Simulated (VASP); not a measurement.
Here is the system:

```
CELL_PARAMETERS angstrom
      3.15993     0.00000     0.00000
     -1.57997     2.73658     0.00000
      0.00000     0.00000     4.97450
ATOMIC_POSITIONS crystal
  Hf 0.33333 0.66667 0.25000
  Hf 0.66667 0.33333 0.75000
```

The numbers are results of SCAN meta-GGA, VASP's PBE PAW potentials (set 64) (plane waves; VASP 6.6.1), not measurements. Run with 400 eV cut-off, 15×15×8 Γ-centred mesh, tetrahedra with Blöchl corrections, potentials Hf_pv.

Unless said otherwise, spin-orbit coupling is left out, though it shifts the bands of the heavy elements here.

### Question
What does the run give for the energy per atom (σ→0), band gap (over mesh and band path) with the smallest direct gap where there is one?

### Answer

The band gap (over mesh and band path) comes out as none (metal, semimetal or under 0.01 eV) and the energy per atom (σ→0) comes out as -6051.9 kJ/mol-atom.

Total energies compare only between runs with the same potentials, cut-off and functional.

The structure comes from a measured Hf entry (P6_3/mmc) of the Crystallography Open Database, whose conditions weren't checked. It was relaxed first, which changed the volume by -7 %.
